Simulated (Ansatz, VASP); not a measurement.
**Cross-check of NaMgBr3 between VASP and Ansatz**

Wanted: the spread between two codes on one cell, functional and k mesh. The cell is generated by rule, not measured, and may not be a known phase. The cell is taken from a series of runs on this material, whose earlier steps may have relaxed, scaled, displaced or heated it; both programs get it as it stands.

Main program and level: Ansatz 0.2.0; plane waves, with VASP 6.6.1 beside it; zone-centre phonons at PBE.

The structure was built from a prototype and need not be the compound's stable phase.

## (1) Starting point

The structure is orthorhombic, space group Pmma (No. 51). The conventional cell has a = 10.823 Å, b = 5.403 Å, c = 5.333 Å, α = 90.00°, β = 90.00°, γ = 90.00°. Nearest to Na lie 4 Br at 3.01 to 3.05 Å. Nearest to Mg lie 6 Br at 2.67 to 2.71 Å. Nearest to Br lie 2 Mg at 2.71 Å and 2 Na at 3.01 Å. Nearest to Br lie 2 Mg at 2.70 Å and 2 Na at 3.05 Å. Br has 2 Mg at 2.67 Å nearest. Farther neighbours and most contacts between anions are not listed.

Coordinates:

```cif
data_structure
_symmetry_space_group_name_H-M 'Pmma'
_symmetry_Int_Tables_number 51
_cell_length_a 10.8231
_cell_length_b 5.4034
_cell_length_c 5.3334
_cell_angle_alpha 90.000
_cell_angle_beta 90.000
_cell_angle_gamma 90.000
_cell_volume 311.91
loop_
_atom_site_label
_atom_site_type_symbol
_atom_site_symmetry_multiplicity
_atom_site_Wyckoff_symbol
_atom_site_fract_x
_atom_site_fract_y
_atom_site_fract_z
_atom_site_occupancy
Na1 Na 2 f 0.75000 0.50000 0.23491 1
Mg1 Mg 2 c 0.50000 0.00000 0.50000 1
Br1 Br 2 e 0.25000 0.00000 0.51833 1
Br2 Br 2 d 0.50000 0.50000 0.50000 1
Br3 Br 2 a 0.50000 0.00000 0.00000 1
```

## (2) Ansatz: zone-centre phonons, PBE

Ansatz runs on its default PAW (the set named soft_2) files.

Second derivatives magnify differences that forces hide, and they need a tight electronic threshold.

input.yaml

```yaml
crystal:
  lattice:
    - [10.8231362988, 0.0, 0.0]
    - [0.0, 5.4033633187, 0.0]
    - [0.0, 0.0, 5.333433451]
  atoms:
    - { symbol: Na, position: [0.75, 0.5, 0.2349075626] }
    - { symbol: Na, position: [0.25, 0.5, 0.7650924374] }
    - { symbol: Mg, position: [0.5, 0.0, 0.5] }
    - { symbol: Mg, position: [0.0, 0.0, 0.5] }
    - { symbol: Br, position: [0.25, 0.0, 0.5183349262] }
    - { symbol: Br, position: [0.75, 0.0, 0.4816650738] }
    - { symbol: Br, position: [0.5, 0.5, 0.5] }
    - { symbol: Br, position: [0.0, 0.5, 0.5] }
    - { symbol: Br, position: [0.5, 0.0, 0.0] }
    - { symbol: Br, position: [0.0, 0.0, 0.0] }
kpoints:
  mp_grid: { grid: [2, 4, 4] }
hamiltonian:
  xc: pbe
scf:
  occupations: { method: fixed }
output:
  eigenvalues: true
phonons:
  method: dfpt
  dielectric: true
  rigid_motions: translations
```

Started as:

```
ansatz run input.yaml --threads 4 --pin off --max-ram 14336MiB --backend cpu --events-out ev --progress --plain --runs-dir out
```

Numbers of over 12 decimals in the logs are rounded to 6 here.

Log:

```text
Engine: ansatz 0.2.0, aarch64-unknown-linux-gnu
Pseudopotentials: kind: paw
Pseudopotential: Na, paw, valence charge 9, recommended cutoff 420 eV (normal), Na.paw.azcp
Pseudopotential: Mg, paw, valence charge 10, recommended cutoff 420 eV (normal), Mg.paw.azcp
Pseudopotential: Br, paw, valence charge 7, recommended cutoff 420 eV (normal), Br.paw.azcp
Functional definition: PBE
  parameter kappa = 0.804
  parameter beta = 0.066725
  exchange = pbe_x(kappa = kappa, mu = beta*pi^2/3)
  correlation = pbe_c(beta = beta)
Crystal: 10 atoms, lattice volume = 311.906 Å³
Basis set: ecut = 420 eV, 6063 PW (Γ), exchange–correlation on 160×80×72 points (8 copies of the dense FFT grid, shifted against one another)
Bands: 50, of which v1, the nominal top of the filled ones, is band 40 counted from 1 (39 counted from 0)
Symmetry: 8 space group operations
k-points: 20 of 32 (irreducible under 1 space group operation, time reversal used)
Non-local potential: Na, projectors of the file, l = 0: 3, l = 1: 2, l = 2: 1
Non-local potential: Mg, projectors of the file, l = 0: 3, l = 1: 2, l = 2: 1
Non-local potential: Br, projectors of the file, l = 0: 2, l = 1: 2, l = 2: 2
PAW form: soft (Blöchl's): semilocal exchange-correlation on the pseudo side does not see the compensation charge
PAW one-centre angular grid: Na, 110 points (default); XC on 64 Gauss nodes
PAW one-centre angular grid: Mg, 110 points (default); XC on 64 Gauss nodes
PAW one-centre angular grid: Br, 110 points (default); XC on 64 Gauss nodes
Initial density: superposition of atomic densities (neutral atoms: chi_scale 0, normalization atom), corrected by the library's trained network
Initial wavefunctions: pseudopotential atomic-orbital guess
Functional: x = pbe(κ = 0.804, μ = 0.219515), c = pbe(β = 0.066725)
SCF iter   1: F=—  HF=-23533.543015 eV  |F-HF|=—  |Δ(HF+E_count)|=         —  Δρ=6.75e-4  dr2=2.85e-3  ethr=1.77e-3  ⟨swp⟩=6.2  Hψ=3999  notcnv=0  defer=150
preconditioner: auto → Resta (q_TF=auto, 2.175 Å⁻¹)  ε∞=2.8  [insulator: Δε(μ)=2.425 eV  Ē_g=10.911 eV  n_scr=54 (ndim 8)  ℏωp=14.6 eV  f_vac=0.163  ε∞_Penn≈2.8]
SCF iter   2: F=—  HF=-23533.541618 eV  |F-HF|=—  |Δ(HF+E_count)|=   1.40e-3  Δρ=3.20e-4  dr2=8.33e-4  ethr=3.56e-6  ⟨swp⟩=2.9  Hψ=1913  notcnv=0  defer=160
SCF iter   3: F=—  HF=-23533.541522 eV  |F-HF|=—  |Δ(HF+E_count)|=   9.63e-5  Δρ=1.08e-4  dr2=8.02e-5  ethr=1.04e-6  ⟨swp⟩=2.0  Hψ=1295  notcnv=0  defer=160
SCF iter   4: F=—  HF=-23533.541556 eV  |F-HF|=—  |Δ(HF+E_count)|=   3.44e-5  Δρ=3.88e-5  dr2=7.85e-6  ethr=1.00e-7  ⟨swp⟩=2.0  Hψ=1647  notcnv=0  defer=156
SCF iter   5: F=—  HF=-23533.541571 eV  |F-HF|=—  |Δ(HF+E_count)|=   1.52e-5  Δρ=1.01e-5  dr2=3.19e-7  ethr=9.81e-9  ⟨swp⟩=2.0  Hψ=1666  notcnv=0  defer=150
SCF iter   6: F=—  HF=-23533.541459 eV  |F-HF|=—  |Δ(HF+E_count)|=   1.12e-4  Δρ=2.99e-6  dr2=3.83e-8  ethr=3.99e-10  ⟨swp⟩=2.0  Hψ=1495  notcnv=0  defer=124
SCF iter   7: F=—  HF=-23533.541459 eV  |F-HF|=—  |Δ(HF+E_count)|=   8.34e-8  Δρ=7.53e-7  dr2=1.84e-9  ethr=4.79e-11  ⟨swp⟩=2.0  Hψ=1657  notcnv=0  defer=125
SCF iter   8: F=—  HF=-23533.541459 eV  |F-HF|=—  |Δ(HF+E_count)|=   2.69e-9  Δρ=2.06e-7  dr2=1.54e-10  ethr=2.29e-12  ⟨swp⟩=2.0  Hψ=1693  notcnv=0  defer=126
SCF iter   9: F=-23533.541459 eV  HF=-23533.541459 eV  |F-HF|=1.09e-11  |Δ(HF+E_count)|=  2.07e-10  Δρ=4.56e-8  dr2=7.97e-12  ethr=1.00e-12  ⟨swp⟩=21.6  Hψ=8055  notcnv=0
SCF 1 converged in 9 iterations: F = -23533.541459 eV  dr2 = 7.97e-12
  greatest PAW one-centre occupation: 1.000 electrons in one spin orbital (limit 2), on the Mg atom at site 3 (counted from 0), in its partial waves of l = 0
NSCF: frozen V_eff on 18 k-points
NSCF: frozen V_eff on 18 k-points
DFPT response loops at q = (0, 0, 0) (fractional): preconditioner auto → none (the input reference at scf.mixing.eps_inf says where Resta's filter doesn't serve); β = 0.50; Anderson in place of MSR1
DFPT response loops at Γ: preconditioner auto → none (the input reference at scf.mixing.eps_inf says where Resta's filter doesn't serve); β = 0.50; Broyden in place of MSR1
── the response to a field inside a basis, on 2×4×4 k-points: an SCF that follows is theirs, and a resumed run solves both again ──
Bands: 41, of which v1, the nominal top of the filled ones, is band 40 counted from 1 (39 counted from 0)
k-points: 4 of 32
Initial density: handed on by an earlier stage of this run
Initial wavefunctions: pseudopotential atomic-orbital guess (no wavefunctions were taken with the density)
Eigensolver: Dense (4 Hₖ)
SCF iter   1: F=—  HF=-23533.438837 eV  |F-HF|=—  |Δ(HF+E_count)|=         —  Δρ=2.23e-4  dr2=5.01e-5  ethr=1.00e-1
preconditioner: auto → Resta (q_TF=auto, 2.175 Å⁻¹)  ε∞=3.7  [insulator: Δε(μ)=3.295 eV  Ē_g=8.851 eV  n_scr=54 (ndim 8)  ℏωp=14.6 eV  f_vac=0.162  ε∞_Penn≈3.7]
SCF iter   2: F=—  HF=-23533.438906 eV  |F-HF|=—  |Δ(HF+E_count)|=   6.87e-5  Δρ=1.21e-4  dr2=1.70e-5  ethr=6.26e-8
[...]
k-point 1: bands = [... 36 lower, 0.8866, 0.8937, 0.9032, 1.2382, 5.0293, 5.8297, 6.7138, 7.1484, ... 6 higher]
  k-point 2: bands = [... 36 lower, 0.6094, 0.6249, 0.6303, 1.5732, 6.2804, 6.8103, 7.1438, 7.5369, ... 6 higher]
  k-point 19: bands = [... 36 lower, 1.2226, 1.2226, 1.6036, 1.6036, 6.5568, 6.5568, 7.5644, 7.5644, ... 6 higher]
--- Phonons (Γ-DFPT): 15 representative perturbations + reference (Σ response iterations 78) ---
  k mesh reduced under 1 symmetry operation, with k and −k counted as one. Each operation leaves every solved perturbation unchanged. A smaller set is not considered because the run solves the response to a homogeneous field
  ASR residual: 3.965e-4 → 0.000e0 eV/Å²; symmetrization residual: 4.288e-6 eV/Å²
  ASR residual per site (eV/Å²): 3.79e-5 3.79e-5 3.96e-4 3.96e-4 4.89e-5 4.89e-5 4.88e-5 4.88e-5 1.10e-4 1.10e-4
  Γ frequencies (cm⁻¹): 0.00 0.00 0.00 15.31 21.73 23.71 30.77 37.06 47.37 51.84 52.84 64.87 71.83 74.09 85.98 86.34 87.28 93.66 95.13 96.70 105.83 113.14 114.89 157.00 166.93 171.79 172.87 184.87 187.69 226.38
  ε∞ (high-frequency dielectric tensor):
        3.039913     0.000000     0.000000
        0.000000     3.040847     0.000000
        0.000000     0.000000     2.997799
  ε⁰ (static dielectric tensor: ions relaxed, cell fixed):
       53.517171     0.000000    -0.000000
        0.000000    23.013124     0.000000
       -0.000000     0.000000    11.338308
  ε⁰ − ε∞ (ionic part):
       50.477257     0.000000    -0.000000
        0.000000    19.972277     0.000000
       -0.000000     0.000000     8.340510
  softest optical mode at Γ: 15.31 cm⁻¹; the repairs (sum rule, projections) moved no ω² at Γ by more than (2.45 cm⁻¹)²
  Born effective charges Z* (e; rows j = field, columns β = displacement):
    site 0:
         1.30145    0.00000    0.00000
         0.00000    1.30354    0.00000
         0.00000    0.00000    0.99977
    site 1:
         1.30145    0.00000    0.00000
         0.00000    1.30354    0.00000
         0.00000    0.00000    0.99977
    site 2:
         2.44296    0.00000   -0.03355
         0.00000    2.45328    0.00000
        -0.07990    0.00000    2.52325
    site 3:
         2.44296    0.00000    0.03355
         0.00000    2.45328    0.00000
         0.07990    0.00000    2.52325
    site 4:
        -2.06437    0.00000    0.00000
        -0.00000   -0.93353    0.00000
         0.00000    0.00000   -0.62631
    site 5:
[...]
site 6:
[...]
site 7:
[...]
site 8:
[...]
site 9:
[...]
Z* charge neutrality: 1.517e-2 e pre-enforcement
  solved inside a basis spanned on kpoints, on 2×4×4 k-points, its susceptibility summed on 4×8×8: ε∞ is read to err by 1.1e-2, Z* by 1.6e-2 e (field_mesh: kpoints solves on kpoints); Z* is corrected for what the basis lacks
  optical modes at Γ without the LO–TO term, one row a degenerate level:
      ω (cm⁻¹)  modes    IR ((D/Å)²/amu)
[...]
optical modes at Γ + LO–TO along q̂ = [1.0000, 0.0000, 0.0000]:
      ω (cm⁻¹)  modes    IR ((D/Å)²/amu)
[...]
optical modes at Γ + LO–TO along q̂ = [0.0000, 1.0000, 0.0000]:
      ω (cm⁻¹)  modes    IR ((D/Å)²/amu)
[...]
optical modes at Γ + LO–TO along q̂ = [0.0000, 0.0000, 1.0000]:
      ω (cm⁻¹)  modes    IR ((D/Å)²/amu)
[...]
114.89      1             0.0000
        157.00      1             0.0000
        166.93      1             8.9179
        171.79      1             0.0000
        172.87      1            10.2431
        187.69      1             1.4409
        224.51      1             0.3404
        264.96      1            16.3534
```

The column dr2 measures how far the density is from self-consistency, as an energy; F and HF (Harris–Foulkes) agree once it is small.

(Part 1 of 3 ends here.)

[Lines on the potential files, build, host, timing and source positions are cut from VASP's logs without a mark.]

[Logs are printed without paths, hosts, clocks, repeated set-up lines and the standing remarks that a program may print on its own settings, such as how far it seeks lower states.]

[Hosts, paths, dates, database ids (printed as entryN), source tags and the programs' standing remarks are cut or masked in the printed files.]
